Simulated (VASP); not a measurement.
Energy against volume of Ho (hcp). Level of theory: PBE GGA with D4 dispersion, VASP's PBE PAW potentials (set 64) (plane waves; VASP). Settings: 520 eV cut-off, 12×12×7 Γ-centred mesh, first-order Methfessel-Paxton smearing of 0.10 eV, potentials Ho_3.

The 4f electrons are frozen in the core of the lanthanide potential, so 4f levels, which can set the real gap, and their magnetism are missing.

Shape and ions are relaxed at each volume.

```
V (Å³/atom)  E (eV/atom)
-----------  -----------
29.695          -4.70426
30.614          -4.70847
31.532          -4.70559
32.451          -4.69616
```

Question: Fit these four points and predict the energy of the run at 28.777 Å³/atom.

Answer: A cubic in V^(−2/3), the third-order Birch-Murnaghan form, passes through the four points with V0 = 30.69 Å³/atom and B0 = 41 GPa, and gives -4.6924 eV/atom there. The run gave -4.6919 eV/atom, +0.5 meV/atom from the fit; all five points give B0 = 42 GPa.

The compound is Ho in the hcp structure. It was relaxed first.
